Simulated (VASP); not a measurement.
# Be3N2 (P6_3/mmc) in VASP: Born charges and dielectric tensor with LDA

Aim: the Born charges and dielectric tensor of Be3N2 with LDA.

Everything below comes from runs of VASP 6.6.1. Logs are shortened: lines on timing, memory, paths and dates and some standing lists are left out, and cuts for length are marked.

**1. The crystal as given**

Symmetry: P6_3/mmc, No. 194, hexagonal system. The conventional cell has a = 2.813 Å, b = 2.813 Å, c = 9.616 Å, α = 90.00°, β = 90.00°, γ = 120.00°. Be (site symmetry 3m) has 4 N at 1.65 to 1.79 Å as nearest neighbours. Be (site symmetry -6m2) has 3 N at 1.62 Å as nearest neighbours. N (site symmetry -3m) has 6 Be at 1.79 Å as nearest neighbours. N (site symmetry -6m2) is surrounded by 5 Be at 1.62 to 1.65 Å.

The cell comes from a database or a generator and needn't be the stable form of this composition.

**2. Born charges and dielectric tensor, LDA**

The input, INCAR:

```
ALGO = Normal
EDIFF = 1E-8
ENCUT = 600
IBRION = 8
ISIF = 2
ISMEAR = 0
LASPH = True
LCHARG = False
LEPSILON = True
LREAL = False
LWAVE = False
NELM = 80
NSW = 1
PREC = Accurate
SIGMA = 0.02
```

The input, KPOINTS:

```
k-points
0
Gamma
  9 9 2
```

The input, POSCAR:

```
Be3N2
1.0
    2.8128000000      0.0000000000      0.0000000000
   -1.4064000000      2.4359600000      0.0000000000
    0.0000000000      0.0000000000      9.6163700000
Be N
6 4
Direct
    0.3333300000      0.6666700000      0.0781400000
    0.6666700000      0.3333300000      0.5781400000
    0.6666700000      0.3333300000      0.9218600000
    0.3333300000      0.6666700000      0.4218600000
    0.0000000000      0.0000000000      0.2500000000
    0.0000000000      0.0000000000      0.7500000000
    0.0000000000      0.0000000000      0.0000000000
    0.0000000000      0.0000000000      0.5000000000
    0.3333300000      0.6666700000      0.2500000000
    0.6666700000      0.3333300000      0.7500000000
```

Potentials or basis: VASP PAW LDA potentials, release 64 (Be, N).

The run is started by

```
cat potpaw_LDA.64/Be/POTCAR potpaw_LDA.64/N/POTCAR > POTCAR
mpirun -np 1 vasp_std > vasp.out
```

OUTCAR:

```text
EDIFF = 1E-8
   ENCUT = 600
   IBRION = 8
   ISIF = 2
   ISMEAR = 0
   LASPH = True
   LEPSILON = True
   LREAL = False
   NELM = 80
   NSW = 1
   PREC = Accurate

 ion  position               nearest neighbor table
   1  0.333  0.667  0.078-   9 1.65   7 1.79   7 1.79   7 1.79   3 2.21   3 2.21   3 2.21   5 2.32
                             5 2.32   5 2.32
   2  0.667  0.333  0.578-  10 1.65   8 1.79   8 1.79   8 1.79   4 2.21   4 2.21   4 2.21   6 2.32
                             6 2.32   6 2.32
   3  0.667  0.333  0.922-  10 1.65   7 1.79   7 1.79   7 1.79   1 2.21   1 2.21   1 2.21   6 2.32
                             6 2.32   6 2.32
   4  0.333  0.667  0.422-   9 1.65   8 1.79   8 1.79   8 1.79   2 2.21   2 2.21   2 2.21   5 2.32
                             5 2.32   5 2.32
   5  0.000  0.000  0.250-   9 1.62   9 1.62   9 1.62   1 2.32   4 2.32   4 2.32   1 2.32   4 2.32
                             1 2.32
   6  0.000  0.000  0.750-  10 1.62  10 1.62  10 1.62   2 2.32   3 2.32   3 2.32   2 2.32   3 2.32
                             2 2.32
   7  0.000  0.000  0.000-   1 1.79   3 1.79   3 1.79   1 1.79   3 1.79   1 1.79
   8  0.000  0.000  0.500-   2 1.79   4 1.79   2 1.79   4 1.79   2 1.79   4 1.79
   9  0.333  0.667  0.250-   5 1.62   5 1.62   5 1.62   1 1.65   4 1.65
  10  0.667  0.333  0.750-   6 1.62   6 1.62   6 1.62   2 1.65   3 1.65

  LATTYP: Found a hexagonal cell.
 ALAT       =     2.8128000000
 C/A-ratio  =     3.4187891069

  Lattice vectors:

 A1 = (   2.8128000000,   0.0000000000,   0.0000000000)
 A2 = (  -1.4064000000,   2.4359600000,   0.0000000000)
 A3 = (   0.0000000000,   0.0000000000,   9.6163700000)

Analysis of symmetry for initial positions (statically):
=====================================================================
[... 977 lines left out ...]
  1Z    -0.002923    0.001687  -22.831263    0.001124   -0.000649    1.822748   -0.001114    0.000643    6.327244    0.000121   -0.000070    1.705547    0.002173   -0.001255    0.443650   -0.000503    0.000290    1.863602   -0.002706    0.001562    6.429763    0.002018   -0.001165   -2.508636   -0.001753    0.001012    9.565117    0.003562   -0.002056   -2.817772
  2X    -0.021755    0.000247   -0.000364   -7.708086    0.000311    0.000557    0.271246   -0.000294   -0.000497    1.691834   -0.000004    0.000505   -0.023694    0.000256    0.000328    0.768734   -0.000128   -0.000369    0.090586    0.000076    0.000095    3.573989   -0.000740   -0.000466   -0.106123   -0.000066   -0.000592    1.463268    0.000341    0.000804
  2Y     0.000247   -0.021470    0.000210    0.000311   -7.707750   -0.000321   -0.000294    0.270907    0.000287   -0.000004    1.691835   -0.000292    0.000256   -0.023399   -0.000189   -0.000128    0.768588    0.000213    0.000076    0.090675   -0.000055   -0.000740    3.573146    0.000269   -0.000066   -0.106199    0.000342    0.000341    1.463666   -0.000464
  2Z    -0.001124    0.000649    1.822748    0.002923   -0.001687  -22.831263   -0.000121    0.000070    1.705547    0.001114   -0.000643    6.327244    0.000503   -0.000290    1.863602   -0.002173    0.001255    0.443650   -0.002018    0.001165   -2.508636    0.002706   -0.001562    6.429763   -0.003562    0.002056   -2.817772    0.001753   -0.001012    9.565117
  3X     1.691834   -0.000004   -0.000505    0.271246   -0.000294    0.000497   -7.708086    0.000311   -0.000557   -0.021755    0.000247    0.000364   -0.023694    0.000256   -0.000328    0.768734   -0.000128    0.000369    3.573989   -0.000740    0.000466    0.090586    0.000076   -0.000095   -0.106123   -0.000066    0.000592    1.463268    0.000341   -0.000804
  3Y    -0.000004    1.691835    0.000292   -0.000294    0.270907   -0.000287    0.000311   -7.707750    0.000321    0.000247   -0.021470   -0.000210    0.000256   -0.023399    0.000189   -0.000128    0.768588   -0.000213   -0.000740    3.573146   -0.000269    0.000076    0.090675    0.000055   -0.000066   -0.106199   -0.000342    0.000341    1.463666    0.000464
  3Z    -0.001114    0.000643    6.327244    0.000121   -0.000070    1.705547   -0.002923    0.001687  -22.831263    0.001124   -0.000649    1.822748   -0.000503    0.000290    1.863602    0.002173   -0.001255    0.443650   -0.002706    0.001562    6.429763    0.002018   -0.001165   -2.508636    0.003562   -0.002056   -2.817772   -0.001753    0.001012    9.565117
  4X     0.271246   -0.000294   -0.000497    1.691834   -0.000004    0.000505   -0.021755    0.000247   -0.000364   -7.708086    0.000311    0.000557    0.768734   -0.000128   -0.000369   -0.023694    0.000256    0.000328    0.090586    0.000076    0.000095    3.573989   -0.000740   -0.000466    1.463268    0.000341    0.000804   -0.106123   -0.000066   -0.000592
  4Y    -0.000294    0.270907    0.000287   -0.000004    1.691835   -0.000292    0.000247   -0.021470    0.000210    0.000311   -7.707750   -0.000321   -0.000128    0.768588    0.000213    0.000256   -0.023399   -0.000189    0.000076    0.090675   -0.000055   -0.000740    3.573146    0.000269    0.000341    1.463666   -0.000464   -0.000066   -0.106199    0.000342
  4Z    -0.000121    0.000070    1.705547    0.001114   -0.000643    6.327244   -0.001124    0.000649    1.822748    0.002923   -0.001687  -22.831263   -0.002173    0.001255    0.443650    0.000503   -0.000290    1.863602   -0.002018    0.001165   -2.508636    0.002706   -0.001562    6.429763    0.001753   -0.001012    9.565117   -0.003562    0.002056   -2.817772
  5X     0.770708   -0.000240    0.000367   -0.021513   -0.000015   -0.000404   -0.021513   -0.000015    0.000404    0.770708   -0.000240   -0.000367  -20.340146    0.001941    0.000000    0.052454   -0.000433    0.000000    0.470984    0.000230   -0.000072    0.470984    0.000230    0.000072   17.811952   -0.002823    0.000000    0.035381    0.001364    0.000000
  5Y    -0.000240    0.770434   -0.000212   -0.000015   -0.021530    0.000234   -0.000015   -0.021530   -0.000234   -0.000240    0.770434    0.000212    0.001941  -20.337967    0.000000   -0.000433    0.051953    0.000000    0.000230    0.471252    0.000042    0.000230    0.471252   -0.000042   -0.002823   17.808747    0.000000    0.001364    0.036955    0.000000
  5Z    -0.001575    0.000909    0.421745    0.000692   -0.000399    1.885718   -0.000692    0.000399    1.885718    0.001575   -0.000909    0.421745    0.000000   -0.000000   -6.111281    0.000000    0.000000    2.275795   -0.002006    0.001158   -2.259506    0.002006   -0.001158   -2.259506    0.000000    0.000000    7.069864    0.000000   -0.000000   -3.330294
  6X    -0.021513   -0.000015    0.000404    0.770708   -0.000240   -0.000367    0.770708   -0.000240    0.000367   -0.021513   -0.000015   -0.000404    0.052454   -0.000433    0.000000  -20.340146    0.001941    0.000000    0.470984    0.000230   -0.000072    0.470984    0.000230    0.000072    0.035381    0.001364    0.000000   17.811952   -0.002823    0.000000
  6Y    -0.000015   -0.021530   -0.000234   -0.000240    0.770434    0.000212   -0.000240    0.770434   -0.000212   -0.000015   -0.021530    0.000234   -0.000433    0.051953    0.000000    0.001941  -20.337967    0.000000    0.000230    0.471252    0.000042    0.000230    0.471252   -0.000042    0.001364    0.036955    0.000000   -0.002823   17.808747    0.000000
  6Z    -0.000692    0.000399    1.885718    0.001575   -0.000909    0.421745   -0.001575    0.000909    0.421745    0.000692   -0.000399    1.885718    0.000000    0.000000    2.275795    0.000000   -0.000000   -6.111281   -0.002006    0.001158   -2.259506    0.002006   -0.001158   -2.259506    0.000000   -0.000000   -3.330294    0.000000    0.000000    7.069864
  7X     3.568397   -0.000172    0.000789    0.089186    0.000063   -0.000500    3.568397   -0.000172    0.000789    0.089186    0.000063   -0.000500    0.474105    0.000047   -0.000000    0.474105    0.000047   -0.000000   -9.376371    0.000281    0.000344   -0.066001    0.000254   -0.000855    0.589498   -0.000205   -0.000033    0.589498   -0.000205   -0.000033
  7Y    -0.000172    3.568209   -0.000455    0.000063    0.089259    0.000288   -0.000172    3.568209   -0.000455    0.000063    0.089259    0.000288    0.000047    0.474161    0.000000    0.000047    0.474161    0.000000    0.000281   -9.376076   -0.000199    0.000254   -0.065708    0.000493   -0.000205    0.589263    0.000019   -0.000205    0.589263    0.000019
  7Z     0.000118   -0.000068    6.422772   -0.000191    0.000110   -2.498284    0.000118   -0.000068    6.422772   -0.000191    0.000110   -2.498284   -0.000246    0.000142   -2.257973   -0.000246    0.000142   -2.257973   -0.000377    0.000218  -16.854242    0.000549   -0.000317    3.482126    0.000233   -0.000134    5.019544    0.000233   -0.000134    5.019544
  8X     0.089186    0.000063    0.000500    3.568397   -0.000172   -0.000789    0.089186    0.000063    0.000500    3.568397   -0.000172   -0.000789    0.474105    0.000047    0.000000    0.474105    0.000047    0.000000   -0.066001    0.000254    0.000855   -9.376371    0.000281   -0.000344    0.589498   -0.000205    0.000033    0.589498   -0.000205    0.000033
  8Y     0.000063    0.089259   -0.000288   -0.000172    3.568209    0.000455    0.000063    0.089259   -0.000288   -0.000172    3.568209    0.000455    0.000047    0.474161   -0.000000    0.000047    0.474161   -0.000000    0.000254   -0.065708   -0.000493    0.000281   -9.376076    0.000199   -0.000205    0.589263   -0.000019   -0.000205    0.589263   -0.000019
  8Z     0.000191   -0.000110   -2.498284   -0.000118    0.000068    6.422772    0.000191   -0.000110   -2.498284   -0.000118    0.000068    6.422772    0.000246   -0.000142   -2.257973    0.000246   -0.000142   -2.257973   -0.000549    0.000317    3.482126    0.000377   -0.000218  -16.854242   -0.000233    0.000134    5.019544   -0.000233    0.000134    5.019544
  9X     1.463391    0.000188   -0.000491   -0.106395    0.000197    0.000502   -0.106395    0.000197   -0.000502    1.463391    0.000188    0.000491   17.804721   -0.002063    0.000000    0.038145    0.000383    0.000000    0.588463   -0.000112   -0.000785    0.588463   -0.000112    0.000785  -21.794618    0.002373    0.000000    0.060835   -0.001237    0.000000
  9Y     0.000188    1.463613    0.000284    0.000197   -0.106169   -0.000290    0.000197   -0.106169    0.000290    0.000188    1.463613   -0.000284   -0.002063   17.802394    0.000000    0.000383    0.038587    0.000000   -0.000112    0.588335    0.000453   -0.000112    0.588335   -0.000453    0.002373  -21.791945    0.000000   -0.001237    0.059407    0.000000
  9Z     0.001889   -0.001091    9.593423   -0.000969    0.000560   -2.847678    0.000969   -0.000560   -2.847678   -0.001889    0.001091    9.593423    0.000000    0.000000    7.063375   -0.000000    0.000000   -3.325196    0.003211   -0.001854    5.019831   -0.003211    0.001854    5.019831   -0.000000    0.000000  -32.272522    0.000000    0.000000    5.003192
 10X    -0.106395    0.000197   -0.000502    1.463391    0.000188    0.000491    1.463391    0.000188   -0.000491   -0.106395    0.000197    0.000502    0.038145    0.000383    0.000000   17.804721   -0.002063    0.000000    0.588463   -0.000112   -0.000785    0.588463   -0.000112    0.000785    0.060835   -0.001237    0.000000  -21.794618    0.002373    0.000000
 10Y     0.000197   -0.106169    0.000290    0.000188    1.463613   -0.000284    0.000188    1.463613    0.000284    0.000197   -0.106169   -0.000290    0.000383    0.038587    0.000000   -0.002063   17.802394    0.000000   -0.000112    0.588335    0.000453   -0.000112    0.588335   -0.000453   -0.001237    0.059407    0.000000    0.002373  -21.791945    0.000000
 10Z     0.000969   -0.000560   -2.847678   -0.001889    0.001091    9.593423    0.001889   -0.001091    9.593423   -0.000969    0.000560   -2.847678   -0.000000    0.000000   -3.325196    0.000000    0.000000    7.063375    0.003211   -0.001854    5.019831   -0.003211    0.001854    5.019831    0.000000    0.000000    5.003192   -0.000000    0.000000  -32.272522

 Eigenvectors and eigenvalues of the dynamical matrix
   1 f  =   33.907435 THz   213.046697 2PiTHz 1131.030286 cm-1   140.229820 meV
   2 f  =   29.384093 THz   184.625703 2PiTHz  980.147846 cm-1   121.522790 meV
   3 f  =   29.378846 THz   184.592735 2PiTHz  979.972824 cm-1   121.501090 meV
   4 f  =   29.365921 THz   184.511525 2PiTHz  979.541695 cm-1   121.447637 meV
   5 f  =   29.363357 THz   184.495416 2PiTHz  979.456175 cm-1   121.437034 meV
   6 f  =   28.062353 THz   176.320961 2PiTHz  936.059323 cm-1   116.056513 meV
[... 19 lines left out ...]
  26 f  =    7.382373 THz    46.384819 2PiTHz  246.249463 cm-1    30.531028 meV
  27 f  =    7.124239 THz    44.762917 2PiTHz  237.639049 cm-1    29.463474 meV
  28 f/i=    0.002282 THz     0.014338 2PiTHz    0.076120 cm-1     0.009438 meV
  29 f/i=    0.002720 THz     0.017092 2PiTHz    0.090739 cm-1     0.011250 meV
  30 f/i=    0.008389 THz     0.052712 2PiTHz    0.279837 cm-1     0.034695 meV

 MACROSCOPIC STATIC DIELECTRIC TENSOR IONIC CONTRIBUTION
 ------------------------------------------------------
           6.847068     0.000269     0.000000
           0.000269     6.847400     0.000000
           0.000000     0.000000    29.825012
 ------------------------------------------------------

 ELASTIC MODULI CONTR FROM IONIC RELAXATION (kBar)
 Direction    XX          YY          ZZ          XY          YZ          ZX
 --------------------------------------------------------------------------------
 XX        -434.6503    434.6130     -0.7086     -2.6287      0.0000     -0.0000
 YY         434.6130   -434.6120     -0.8098      2.6642     -0.0000      0.0000
 ZZ          -0.7086     -0.8098    -63.6899     -0.0877     -0.0000     -0.0000
 XY          -2.6287      2.6642     -0.0877   -441.8442      0.0000     -0.0000
 YZ           0.0000     -0.0000     -0.0000      0.0000     -0.8742     -0.0010
 ZX          -0.0000      0.0000     -0.0000     -0.0000     -0.0010     -1.0102
 --------------------------------------------------------------------------------

 PIEZOELECTRIC TENSOR IONIC CONTR  for field in x, y, z        (C/m^2)
          XX          YY          ZZ          XY          YZ          ZX
  --------------------------------------------------------------------------------
  x    -0.00000     0.00000     0.00000     0.00000     0.00000     0.00000
  y    -0.00000     0.00000    -0.00000    -0.00000     0.00000     0.00000
  z     0.00000    -0.00000    -0.00000     0.00000     0.00000     0.00000
```

Wall time 20 min (1 thread of Intel Xeon Platinum 8488C (Sapphire Rapids), shared host); peak memory 0.58 GiB.

What came out:

```yaml
Band_gap_on_the_k_mesh: 3.48 eV, indirect (least direct gap 4.80 eV)
Electronic_dielectric_tensor_diagonal: 4.45, 4.45, 5.48
Born_charges_mean_of_the_diagonal: Be +1.73, +1.78; N -2.77, -2.47 e
Highest_phonon_frequency_at_Γ_LO-TO_splitting_left_out: 1131 cm⁻¹
```

Phonon frequencies in cm⁻¹ (negative: imaginary):
```tsv
q point	frequencies
(0.000, 0.000, 0.000)	0 0 0 238 246 246 256 256 346 356 356 420 541 541 542 542 551 552 552 552 679 719 850 907 936 979 980 980 980 1131
```

Electronic dielectric tensor:
```
4.45 0.00 0.00
0.00 4.45 0.00
0.00 0.00 5.48
```

Born effective charge tensors (e):
atom 1, Be
```
1.68 0.00 0.00
0.00 1.68 0.00
0.00 0.00 1.83
```
atom 2, Be
```
1.68 0.00 0.00
0.00 1.68 0.00
0.00 0.00 1.83
```
atom 3, Be
```
1.68 0.00 0.00
0.00 1.68 0.00
0.00 0.00 1.83
```
atom 4, Be
```
1.68 0.00 0.00
0.00 1.68 0.00
0.00 0.00 1.83
```
atom 5, Be
```
1.63 0.00 0.00
0.00 1.63 0.00
0.00 0.00 2.08
```
atom 6, Be
```
1.63 0.00 0.00
0.00 1.63 0.00
0.00 0.00 2.08
```
atom 7, N
```
-2.85  0.00  0.00
 0.00 -2.85  0.00
 0.00  0.00 -2.62
```
atom 8, N
```
-2.85  0.00  0.00
 0.00 -2.85  0.00
 0.00  0.00 -2.62
```
atom 9, N
```
-2.14  0.00  0.00
 0.00 -2.14  0.00
 0.00  0.00 -3.13
```
atom 10, N
```
-2.14  0.00  0.00
 0.00 -2.14  0.00
 0.00  0.00 -3.13
```

Caveat: an odd mesh through Γ misses points on the zone boundary, where band edges often lie.
